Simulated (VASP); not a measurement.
Calculation: PBE GGA, VASP's PBE PAW potentials (set 64) (plane waves; VASP).

Gaps are without spin-orbit coupling.

Order these relaxed crystals by band gap, smallest first: BN, P6_3mc (186); LiCl, Fm-3m (225); CeO2, Fm-3m (225); SiO2, P4_12_12 (92).

CeO2, Fm-3m (225) (1.86 eV), BN, P6_3mc (186) (5.21 eV), SiO2, P4_12_12 (92) (5.54 eV), LiCl, Fm-3m (225) (6.30 eV)
